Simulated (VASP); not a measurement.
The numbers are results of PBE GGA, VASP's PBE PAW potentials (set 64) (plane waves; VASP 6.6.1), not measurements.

Input for VASP

### INCAR
```
ALGO = Fast
EDIFF = 1E-5
EDIFFG = -0.03
ENCUT = 400
GGA = PE
IBRION = 2
ISIF = 2
ISMEAR = 0
ISYM = 0
LASPH = .TRUE.
LCHARG = .FALSE.
LMAXMIX = 4
LREAL = Auto
LWAVE = .TRUE.
NELM = 100
NELMIN = 4
NSW = 60
PREC = Normal
SIGMA = 0.05
SYSTEM = SnC63
```

### KPOINTS
```
kpoints
0
gamma
1 1 1
0 0 0
```

POSCAR:
```
SnC63
1.0
  7.1465551590   0.0000000000   0.0000000000
  0.0000000000   7.1465551590   0.0000000000
  0.0000000000   0.0000000000   7.1465551590
C Sn
63 1
Cartesian
  3.5732775795   0.0000000000   0.0000000000
  4.4665969744   0.8933193949   0.8933193949
  5.3599163692   1.7866387898   0.0000000000
  6.2532357641   2.6799581846   0.8933193949
  5.3599163692   0.0000000000   1.7866387898
  6.2532357641   0.8933193949   2.6799581846
  0.0000000000   0.0000000000   0.0000000000
  0.8933193949   0.8933193949   0.8933193949
  1.7866387898   1.7866387898   0.0000000000
  2.7073223443   2.6848464284   0.8590873957
  3.5732775795   3.5732775795   0.0000000000
  4.4882939158   4.4181004511   0.8946415076
  5.3599163692   5.3599163692   0.0000000000
  6.2532357641   6.2532357641   0.8933193949
  1.7866387898   0.0000000000   1.7866387898
  2.7140615458   0.9038891500   2.6754844411
  3.5935523565   1.8358999945   1.8003315894
  4.4183434339   2.6438537880   2.6945157175
  5.3102978368   3.5304268348   1.7934780430
  6.2702016861   4.5014006980   2.6554097677
  3.5732775795   0.0000000000   3.5732775795
  4.5161511878   0.8532558067   4.4963194973
  5.3173229005   1.7648132103   3.5317775337
  6.2942355511   2.7022411436   4.4951117295
  5.3599163692   0.0000000000   5.3599163692
  6.2532357641   0.8933193949   6.2532357641
  0.0000000000   3.5732775795   0.0000000000
  0.8933193949   4.4665969744   0.8933193949
  1.7866387898   5.3599163692   0.0000000000
  2.6799581846   6.2532357641   0.8933193949
  0.0000000000   1.7866387898   1.7866387898
  0.9000585964   2.6810301679   2.6806299608
  1.7825723999   3.5776584178   1.7943070434
  2.6334055243   4.4363813392   2.6562030353
  3.5881781470   5.4077768491   1.8083214381
  4.4856568370   6.2509845992   2.6938296482
  0.0000000000   0.0000000000   3.5732775795
  0.8933193949   0.8933193949   4.4665969744
  1.7388140426   1.7477115038   3.5477643776
  2.7154765638   2.6309328162   4.4289918011
  4.4952117812   4.4367386669   4.4608082647
  5.3923974624   5.3552854015   3.5838258949
  6.2532357641   6.2532357641   4.4665969744
  1.7866387898   0.0000000000   5.3599163692
  2.6799581846   0.8933193949   6.2532357641
  3.6135698575   1.7885969459   5.4036890196
  4.4651748099   2.6481774538   6.2205974467
  5.3404634461   3.5470783083   5.3500255369
  6.2532357641   4.4665969744   6.2532357641
  0.0000000000   5.3599163692   1.7866387898
  0.8933193949   6.2532357641   2.6799581846
  0.0000000000   3.5732775795   3.5732775795
  0.8449515096   4.5085829859   4.4410694793
  1.7584241900   5.3473813115   3.5666741625
  2.6486777127   6.2364270664   4.4929034439
  0.0000000000   1.7866387898   5.3599163692
  0.8933193949   2.6799581846   6.2532357641
  1.7414010956   3.5525525695   5.3145500371
  2.7214153511   4.4701202261   6.2553511445
  3.6109470717   5.4007374923   5.3551353238
  4.4665969744   6.2532357641   6.2532357641
  0.0000000000   5.3599163692   5.3599163692
  0.8933193949   6.2532357641   6.2532357641
  3.5523238798   3.5772725038   3.5346290092
```

POTCAR, in this order: C Sn (PBE.64 set). Program: vasp_gam.

The supercell is sampled at Γ alone, which is coarse: total energies, pressure and levels can be off, energies of defects by several tenths of an eV.

Q: Estimate the energy per atom (σ→0).

A: 
The energy per atom (σ→0) is -8.704 eV/atom.

OSZICAR:
```
...
RMM:   4    -0.557054392425E+03   -0.54463E-06   -0.52973E-06   194   0.575E-03
  23 F= -.55705439E+03 E0= -.55705439E+03  d E =-.818657E-04
       N       E                     dE             d eps       ncg     rms          rms(c)
DAV:   1    -0.557054394417E+03   -0.25358E-05   -0.27324E-04   364   0.470E-02    0.348E-03
RMM:   2    -0.557054394536E+03   -0.11887E-06   -0.39563E-06   177   0.553E-03    0.212E-03
RMM:   3    -0.557054394404E+03    0.13131E-06   -0.29680E-07    87   0.203E-03    0.690E-04
RMM:   4    -0.557054394385E+03    0.19409E-07   -0.18108E-07    68   0.166E-03
  24 F= -.55705439E+03 E0= -.55705439E+03  d E =-.838250E-04
```

The cell is a supercell with a defect, built from C (diamond): Sn_C. The run is not spin-polarised, so no state with unpaired spins was tried.
